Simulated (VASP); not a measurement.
# A VASP study of BiRh (rev-vdW-DF2): structure first, properties next, part 3 of 5

Wanted: the relaxed cell of BiRh and its properties. The start is a cell from a database of measured crystal structures.

VASP 6.6.1; rev-vdW-DF2; plane waves and PAW (Bi_d, Rh_pv).

Still holding for the runs below: The k-mesh is coarse for a metal.

So far. Step 3 (Second relaxation): It ends with forces that vanish by symmetry and a pressure of -0.02 GPa. The volume moved by only 0.06 %, so the volume is settled. Step 4 (Single point with fields (rev-vdW-DF2)): In this run the pressure is -0.03 GPa, small enough to go on. The relaxed cell has a = 4.145, c = 5.680 Å (conventional setting).

## (5) Band structure (rev-vdW-DF2)

Levels along the symmetry lines show where the bands peak and cross; KPOINTS_OPT computes them in the converged potential.

Input file INCAR:

```
SYSTEM = BiRh
PREC = Accurate
ENCUT = 400
EDIFF = 1E-06
NELM = 100
ISMEAR = 1
SIGMA = 0.2
LREAL = .FALSE.
ALGO = Normal
GGA = MK
AGGAC = 0
LUSE_VDW = .TRUE.
PARAM1 = 0.1234
PARAM2 = 0.711357
ZAB_VDW = -1.8867
LASPH = .TRUE.
NBANDS = 45
LORBIT = 11
LWAVE = .FALSE.
LCHARG = .FALSE.
KPAR = 4
```

Input file POSCAR:

```
BiRh
1.0
    4.1451876761      0.0000000000      0.0000000000
   -2.0725938381      3.5898378309      0.0000000000
    0.0000000000      0.0000000000      5.6803058231
Bi Rh
2 2
Direct
    0.3333333333      0.6666666667      0.2500000000
    0.6666666667      0.3333333333      0.7500000000
    0.0000000000      0.0000000000      0.0000000000
    0.0000000000      0.0000000000      0.5000000000
```

Input file KPOINTS:

```
Automatic mesh
0
Gamma
6 6 4
0 0 0
```

Input file KPOINTS_OPT:

```
Line mode
16
Line-mode
Reciprocal
  0.00000000   0.00000000   0.00000000 GAMMA
  0.50000000   0.00000000   0.00000000 M

  0.50000000   0.00000000   0.00000000 M
  0.33333333   0.33333333   0.00000000 K

  0.33333333   0.33333333   0.00000000 K
  0.00000000   0.00000000   0.00000000 GAMMA

  0.00000000   0.00000000   0.00000000 GAMMA
  0.00000000   0.00000000   0.50000000 A

  0.00000000   0.00000000   0.50000000 A
  0.50000000   0.00000000   0.50000000 L

  0.50000000   0.00000000   0.50000000 L
  0.33333333   0.33333333   0.50000000 H

  0.33333333   0.33333333   0.50000000 H
  0.00000000   0.00000000   0.50000000 A

  0.50000000   0.00000000   0.50000000 L
  0.50000000   0.00000000   0.00000000 M

  0.33333333   0.33333333   0.00000000 K
  0.33333333   0.33333333   0.50000000 H
```

The projector-augmented-wave data sets are Bi_d and Rh_pv (PBE family, release 64).

Started as:

```bash
> mpirun -np 4 vasp_std
```

Log:

```text
[... set-up lines as in an earlier step ...]
 entering main loop
       N       E                     dE             d eps       ncg     rms          rms(c)
DAV:   1     0.722113167343E+03    0.72211E+03   -0.27647E+04  1934   0.144E+03
DAV:   2     0.556371046052E+02   -0.66648E+03   -0.63802E+03  1927   0.473E+02
DAV:   3    -0.912851281794E+01   -0.64766E+02   -0.62821E+02  2087   0.151E+02
DAV:   4    -0.115421676741E+02   -0.24137E+01   -0.24067E+01  2228   0.298E+01
DAV:   5    -0.116398322709E+02   -0.97665E-01   -0.97650E-01  2675   0.594E+00    0.810E+00
DAV:   6    -0.113870946671E+02    0.25274E+00   -0.26524E-01  2309   0.426E+00    0.418E+00
DAV:   7    -0.113216256958E+02    0.65469E-01   -0.14164E-01  2421   0.290E+00    0.942E-01
DAV:   8    -0.113170336099E+02    0.45921E-02   -0.27303E-02  2160   0.118E+00    0.300E-01
DAV:   9    -0.113161294742E+02    0.90414E-03   -0.63590E-03  2319   0.677E-01    0.679E-02
DAV:  10    -0.113161176563E+02    0.11818E-04   -0.26929E-04  2374   0.150E-01    0.302E-02
DAV:  11    -0.113161424553E+02   -0.24799E-04   -0.34398E-05  2426   0.356E-02    0.607E-03
DAV:  12    -0.113161424967E+02   -0.41398E-07   -0.26254E-06  1884   0.113E-02
   1 F= -.11316142E+02 E0= -.11315077E+02  d E =-.319503E-02
 Start KPOINTS_OPT (optional k-point list driver)
k-point batch [1-21\144]
       N       E                     dE             ncg
DAV:   1     0.400016058058E+04   -0.16864E+05     1959
DAV:   2    -0.100129468040E+05   -0.14013E+05     1898
DAV:   3    -0.113399111087E+05   -0.13270E+04     2060
DAV:   4    -0.113900835125E+05   -0.50172E+02     2287
DAV:   5    -0.113919922201E+05   -0.19087E+01     2678
DAV:   6    -0.113920243987E+05   -0.32179E-01     2523
DAV:   7    -0.113920252634E+05   -0.86471E-03     2702
DAV:   8    -0.113920252747E+05   -0.11259E-04     2304
DAV:   9    -0.113920252749E+05   -0.27981E-06     1441
[...]
k-point batch [127-144\144]
       N       E                     dE             ncg
DAV:   1     0.796499838395E+04   -0.27858E+05     1689
DAV:   2    -0.410071425865E+04   -0.12066E+05     1636
DAV:   3    -0.529300414272E+04   -0.11923E+04     1782
DAV:   4    -0.533821788627E+04   -0.45214E+02     1908
DAV:   5    -0.534014975579E+04   -0.19319E+01     2347
DAV:   6    -0.534017712739E+04   -0.27372E-01     2132
DAV:   7    -0.534017787137E+04   -0.74398E-03     2363
DAV:   8    -0.534017788158E+04   -0.10212E-04     1895
DAV:   9    -0.534017788184E+04   -0.26032E-06     1275
```

Run time: 1.9 min. Hardware: 4 MPI ranks of Intel Xeon Platinum 8259CL at 2.50GHz (Skylake/Cascade Lake), shared host; peak memory 1.7 GiB; 6.8 min of CPU time.

From OUTCAR (step 5):

```text
   k-points           NKPTS =     21   k-points in BZ     NKDIM =     21   number of bands    NBANDS=     45

   NELECT =      60.0000    total number of electrons

 E-fermi :   9.5006

 k-point     1 :       0.0000    0.0000    0.0000
  band No.  band energies     occupation
    ...
     24       6.8533      2.00000
     25       7.5479      2.00000
     26       7.5479      2.00000
     27       8.5380      2.00000
     28       8.5380      2.00000
     29      10.7317     -0.00000
     30      10.7317     -0.00000
     31      10.8265     -0.00000
     32      12.6889     -0.00000
     33      12.8520     -0.00000
    ...

Total vdW correction in eV:      8.8350771

  Total       -0.0070197     -0.0070197     -0.0355570      0.0000000      0.0000000      0.0000000
  in kB       -0.1330578     -0.1330578     -0.6739767      0.0000000      0.0000000      0.0000000
  external PRESSURE =      -0.3133641 kB  Pullay stress =       0.0000000 kB

 POSITION                                       TOTAL-FORCE (eV/Angst)
 -----------------------------------------------------------------------------------
     -0.00000      2.39323      1.42008        -0.000000      0.000000      0.000000
      2.07259      1.19661      4.26023         0.000000     -0.000000      0.000000
      0.00000      0.00000      0.00000         0.000000      0.000000      0.000000
      0.00000      0.00000      2.84015         0.000000      0.000000      0.000000
 -----------------------------------------------------------------------------------
    total drift:                                0.000000     -0.000000      0.000000

  FREE ENERGIE OF THE ION-ELECTRON SYSTEM (eV)
  ---------------------------------------------------
  free  energy   TOTEN  =       -11.3161424967 eV

  energy  without entropy=      -11.3129474618  energy(sigma->0) =      -11.31507749

Total vdW correction in eV:      8.8350346

[... 10 parts as in an earlier step ...]

[... 6 further parts left out ...]
```

Spin-orbit coupling is off here; with elements this heavy it splits and shifts levels by tenths of an eV or more.

Numbers from this step:

```yaml
bands: 45
pressure: -0.03134 GPa
```

The electronic bands at the labelled points (eV, zero at the Fermi level; # counts the bands kept, so #1 is VASP's band 19):

```csv
point,#9,#10,#11,#12,#13,#14,#15,#16
Γ,-0.96,-0.96,1.23,1.23,1.33,3.19,3.35,4.32
0.47 of the way,-1.05,-0.99,-0.94,0.19,0.88,1.56,3.37,4.42
M,-1.82,-1.59,-1.13,-0.99,-0.91,-0.08,2.78,5.05
0.47 of the way,-1.52,-1.10,-0.98,-0.95,-0.87,0.54,2.19,2.76
K,-1.26,-1.02,-1.02,-0.96,0.52,0.52,1.16,1.16
0.47 of the way,-1.60,-1.07,-0.95,-0.43,0.62,2.20,2.42,2.99
Γ,-0.96,-0.96,1.23,1.23,1.33,3.19,3.35,4.32
0.47 of the way,-1.36,-1.36,0.49,1.43,1.94,1.94,4.10,4.10
A,-2.01,-2.01,-0.35,-0.35,3.25,3.25,3.25,3.25
0.47 of the way,-1.92,-1.92,0.05,0.05,1.58,1.58,2.33,2.33
L,-1.70,-1.70,-1.48,-1.48,1.44,1.44,2.41,2.41
0.53 of the way,-1.73,-1.73,-1.30,-1.30,0.01,0.01,4.09,4.09
H,-1.94,-1.94,-0.98,-0.98,-0.59,-0.59,4.74,4.74
0.47 of the way,-1.82,-1.82,-0.08,-0.08,0.32,0.32,2.96,2.96
A,-2.01,-2.01,-0.35,-0.35,3.25,3.25,3.25,3.25
jump to L,-1.70,-1.70,-1.48,-1.48,1.44,1.44,2.41,2.41
0.47 of the way,-1.72,-1.52,-1.27,-1.20,0.00,0.87,3.22,3.44
M,-1.82,-1.59,-1.13,-0.99,-0.91,-0.08,2.78,5.05
jump to K,-1.26,-1.02,-1.02,-0.96,0.52,0.52,1.16,1.16
0.47 of the way,-1.79,-1.17,-1.06,-1.06,-0.20,-0.20,2.64,2.64
H,-1.94,-1.94,-0.98,-0.98,-0.59,-0.59,4.74,4.74
```

Of the projections kept (Bi, Rh), the largest for each band there; the rest of the weight can lie on other orbitals:

```csv
point,#9,#10,#11,#12,#13,#14,#15,#16
Γ,Rh 1.00,Rh 1.00,Bi 0.84,Bi 0.84,Rh 0.93,Bi 0.98,Bi 0.63,Rh 0.53
M,Bi 0.81,Rh 0.99,Rh 0.99,Rh 0.98,Rh 0.99,Rh 0.82,Rh 0.76,Bi 0.61
K,Bi 0.71,Rh 0.99,Rh 0.99,Rh 0.96,Rh 0.68,Rh 0.68,Rh 0.66,Rh 0.66
Γ,Rh 1.00,Rh 1.00,Bi 0.84,Bi 0.84,Rh 0.93,Bi 0.98,Bi 0.63,Rh 0.53
A,Rh 0.98,Rh 0.98,Rh 0.51,Rh 0.51,Bi 0.55,Bi 0.55,Bi 0.55,Bi 0.55
L,Rh 1.00,Rh 1.00,Rh 0.95,Rh 0.95,Rh 0.58,Rh 0.58,Rh 0.56,Rh 0.56
```

There is no gap at this level.

## (6) Density of states (rev-vdW-DF2)

A density of states needs more k-points than a total energy; ISMEAR = -5 takes tetrahedra, and LORBIT projects the states on the PAW spheres. The mesh is finer than in the run before.

INCAR: that of step 5 with these lines changed.

```diff
@@ -5,3 +5,3 @@
 NELM = 100
-ISMEAR = 1
+ISMEAR = -5
 SIGMA = 0.2
@@ -21 +21,2 @@
 KPAR = 4
+NEDOS = 2001
```

POSCAR is that of step 5.

Input file KPOINTS:

```
Automatic mesh
0
Gamma
8 8 5
0 0 0
```

Started as:

```bash
> mpirun -np 4 vasp_std
```

Log:

```text
[... set-up lines as in an earlier step ...]
 entering main loop
       N       E                     dE             d eps       ncg     rms          rms(c)
DAV:   1     0.715184850840E+03    0.71518E+03   -0.27874E+04  2800   0.145E+03
DAV:   2     0.538675067100E+02   -0.66132E+03   -0.63492E+03  2713   0.469E+02
DAV:   3    -0.927072457668E+01   -0.63138E+02   -0.61327E+02  2964   0.151E+02
DAV:   4    -0.115637061696E+02   -0.22930E+01   -0.22857E+01  3200   0.291E+01
DAV:   5    -0.116588366886E+02   -0.95131E-01   -0.95151E-01  3863   0.582E+00    0.808E+00
DAV:   6    -0.114029334810E+02    0.25590E+00   -0.26439E-01  3286   0.428E+00    0.418E+00
DAV:   7    -0.113359595204E+02    0.66974E-01   -0.14668E-01  3440   0.292E+00    0.906E-01
DAV:   8    -0.113321223078E+02    0.38372E-02   -0.26397E-02  3097   0.115E+00    0.299E-01
DAV:   9    -0.113311839956E+02    0.93831E-03   -0.62437E-03  3257   0.672E-01    0.661E-02
DAV:  10    -0.113311795297E+02    0.44659E-05   -0.25522E-04  3463   0.144E-01    0.295E-02
DAV:  11    -0.113312083627E+02   -0.28833E-04   -0.32650E-05  3405   0.345E-02    0.601E-03
DAV:  12    -0.113312094916E+02   -0.11289E-05   -0.24604E-06  2684   0.110E-02    0.204E-03
DAV:  13    -0.113312089267E+02    0.56491E-06   -0.33371E-07  2000   0.432E-03
   1 F= -.11331209E+02 E0= -.11331209E+02  d E =0.000000E+00
 -----------------------------------------------------------------------------
|                                                                             |
|           W    W    AA    RRRRR   N    N  II  N    N   GGGG   !!!           |
|           W    W   A  A   R    R  NN   N  II  NN   N  G    G  !!!           |
|           W    W  A    A  R    R  N N  N  II  N N  N  G       !!!           |
|           W WW W  AAAAAA  RRRRR   N  N N  II  N  N N  G  GGG   !            |
|           WW  WW  A    A  R   R   N   NN  II  N   NN  G    G                |
|           W    W  A    A  R    R  N    N  II  N    N   GGGG   !!!           |
|                                                                             |
|     Tetrahedron method does not include variations of the Fermi             |
|     occupations, so forces and stress will be inaccurate. We suggest        |
|     using a different smearing scheme ISMEAR = 1 or 2 for metals in         |
|     relaxations.                                                            |
|                                                                             |
 -----------------------------------------------------------------------------
```

Wall time 70 s (4 MPI ranks); peak memory 1.6 GiB.

OUTCAR, selected parts (step 6):

```text
   k-points           NKPTS =     30   k-points in BZ     NKDIM =     30   number of bands    NBANDS=     45

   NELECT =      60.0000    total number of electrons

 E-fermi :   9.4663

 k-point     1 :       0.0000    0.0000    0.0000
  band No.  band energies     occupation
    ...
     24       6.8601      2.00000
     25       7.5522      2.00000
     26       7.5522      2.00000
     27       8.5471      2.00000
     28       8.5471      2.00000
     29      10.7320      0.00000
     30      10.7320      0.00000
     31      10.8367      0.00000
     32      12.6867      0.00000
     33      12.8528      0.00000
    ...

Total vdW correction in eV:      8.8357648

  Total       -0.1053716     -0.1053716      0.1915403      0.0000000     -0.0000000      0.0000000
  in kB       -1.9972998     -1.9972998      3.6306124      0.0000000     -0.0000000      0.0000000
  external PRESSURE =      -0.1213290 kB  Pullay stress =       0.0000000 kB

 POSITION                                       TOTAL-FORCE (eV/Angst)
 -----------------------------------------------------------------------------------
     -0.00000      2.39323      1.42008         0.000000      0.000000      0.000000
      2.07259      1.19661      4.26023        -0.000000      0.000000      0.000000
      0.00000      0.00000      0.00000         0.000000      0.000000      0.000000
      0.00000      0.00000      2.84015        -0.000000      0.000000      0.000000
 -----------------------------------------------------------------------------------
    total drift:                                0.000000     -0.000000      0.000000

  FREE ENERGIE OF THE ION-ELECTRON SYSTEM (eV)
  ---------------------------------------------------
  free  energy   TOTEN  =       -11.3312089267 eV

  energy  without entropy=      -11.3312089267  energy(sigma->0) =      -11.33120893

Total vdW correction in eV:      8.8357664

[... 7 parts as in an earlier step ...]

[... 9 further parts left out ...]
```

With tetrahedra the forces and stress of a metal are not exact derivatives of the energy.

This step gave:

```yaml
scf_cycles: 13
irreducible_k_points: 30
free_energy_toten: -11.33 eV
fermi_energy: 9.466 eV
pressure: -0.01213 GPa
dos_at_the_fermi_level: 2.583 states/eV/cell
```

The density of states has structure finer than the step of the table below, so its rows give means over 0.5 eV, whole bins alone (the curve runs from -12.0 to 4.74 eV). Peaks (eV: height): total -3.02: 11.1, -2.55: 8.84, -1.81: 12.6, -1.08: 8.46; Rh d -3.02: 7.08, -2.21: 5.74, -1.81: 10.4, -1.08: 6.95; Bi p -4.82: 1.25, -3.55: 0.982, -3.08: 1.25, -2.55: 1.36; Rh p -3.02: 0.252, -2.55: 0.336, -2.15: 0.149, 2.27: 0.173; Rh s -5.29: 0.293, -4.89: 0.333, -3.48: 0.191, -1.68: 0.156.

States under -12.0 eV and over 4.7 eV are left out. The density of states by energy, zero at the Fermi level; means over each step; values in states/eV/cell:

```csv
energy (eV),total,Rh d,Bi p,Rh p,Rh s,Bi s
-11.5,1.88,0.0357,0.00986,0.0320,0.0430,1.27
-11.0,3.81,0.188,0.00921,0.0508,0.0336,2.68
-10.5,0.754,0.0324,0.00194,0.0119,0.00428,0.548
-10.0,0.00122,1.2e-5,3.4e-6,2.5e-5,6.8e-6,8.2e-4
-9.5,0,0,0,0,0,0
-9.0,0,0,0,0,0,0
-8.5,0,0,0,0,0,0
-8.0,0,0,0,0,0,0
-7.5,0,0,0,0,0,0
-7.0,0,0,0,0,0,0
-6.5,0,0,0,0,0,0
-6.0,3.0e-5,0,6.5e-6,0,4.5e-6,0
-5.5,1.00,0.168,0.242,0.0136,0.140,0.0115
-5.0,3.19,0.644,0.818,0.0616,0.279,0.0382
-4.5,2.58,0.838,0.601,0.0486,0.115,0.0281
-4.0,3.66,1.79,0.711,0.0484,0.108,0.0186
-3.5,4.80,2.66,0.746,0.0704,0.109,0.0123
-3.0,5.52,3.32,0.737,0.114,0.0395,0.0259
-2.5,5.35,3.07,0.728,0.161,0.0459,0.0301
-2.0,5.94,4.51,0.273,0.0696,0.0452,0.0127
-1.5,6.81,5.50,0.183,0.0513,0.0956,0.0157
-1.0,5.39,4.29,0.221,0.0554,0.0903,0.0516
-0.5,2.45,1.61,0.250,0.0641,0.0535,0.0477
0.0,2.48,1.41,0.342,0.0821,0.0635,0.0825
0.5,2.42,1.19,0.419,0.0894,0.0635,0.121
1.0,2.32,1.05,0.448,0.0972,0.0395,0.128
1.5,1.37,0.519,0.329,0.0701,0.0217,0.0642
2.0,1.25,0.395,0.339,0.0705,0.0231,0.0513
2.5,2.29,0.681,0.654,0.120,0.0585,0.0786
3.0,1.71,0.483,0.526,0.0729,0.0423,0.0515
3.5,1.81,0.470,0.632,0.0681,0.0342,0.0414
4.0,1.33,0.353,0.523,0.0331,0.0166,0.0166
```

The finer mesh and the other smearing move the Fermi level by -0.03 eV from the 6×6×4 run, a small shift, which tests the Fermi level alone. Of the states within 0.3 eV of the Fermi level, the largest shares in the PAW spheres are Rh d 57 % and Bi p 14 %. The rest lies in smaller channels or between the spheres.

[end of part 3 of 5]

[Lines on the potential files, build, host, timing and source positions are cut from VASP's logs without a mark.]

[Logs are printed without paths, hosts, clocks, repeated set-up lines and the standing remarks that a program may print on its own settings, such as how far it seeks lower states.]

[Hosts, paths, dates, database ids (printed as entryN), source tags and the programs' standing remarks are cut or masked in the printed files.]

[A measured line is paired with the nearest computed mode of its activity, which favours agreement.]
